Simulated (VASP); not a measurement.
Runs of VASP 6.6.1 on MgC2. All rows change the cell; the cell of one of them follows. Symmetry: Pn-3m, No. 224, cubic system. The conventional cell has a = 4.305 Å, b = 4.305 Å, c = 4.305 Å, α = 90.00°, β = 90.00°, γ = 90.00°. Mg (site symmetry -43m) is surrounded by 4 C at 1.86 Å. C (site symmetry -3m) is surrounded by 2 Mg at 1.86 Å. The cell was built by a generator and needn't be a form met in nature.

```csv
task,cell,k mesh,cutoff (eV),mesh quality,gap on the mesh (eV),pressure (GPa),relaxed volume (Å³/atom)
single point,"random cell by space group and Wyckoff sites (Pn-3m, No. 224)",4 × 4 × 4,520,coarse,none,34.2,-
relaxation of cell and atoms,"relaxed from: random cell by space group and Wyckoff sites (Pn-3m, No. 224)",8 × 8 × 8,600,not flagged,none,0.0,(a)
single point,"random cell by space group and Wyckoff sites (Pn-3m, No. 224)",8 × 8 × 8,520,not flagged,none,0.0,-
single point,"random cell by space group and Wyckoff sites (Pn-3m, No. 224)",4 × 4 × 4,520,not flagged,none,0.2,-
relaxation of cell and atoms,"relaxed from: random cell by space group and Wyckoff sites (Pn-3m, No. 224)",4 × 4 × 4,600,coarse,none,0.3,18.71
```

Alike in all rows: level PBE; potentials or basis VASP PAW PBE potentials, release 64 (Mg, C); no spin polarisation; smearing gaussian 0.1 eV.

Q: Estimate the missing entries.

A: (a) 18.84.

Caveats: some runs use coarse meshes; a pressure of tens of GPa on the cell as given is suspect, and the run, the potentials or the cell itself is likely at fault (some runs); the volume moved by over 15 % at a fixed basis, so the end points are rough (some runs).

A gap of «none» marks a metal or a gap under the smearing width.
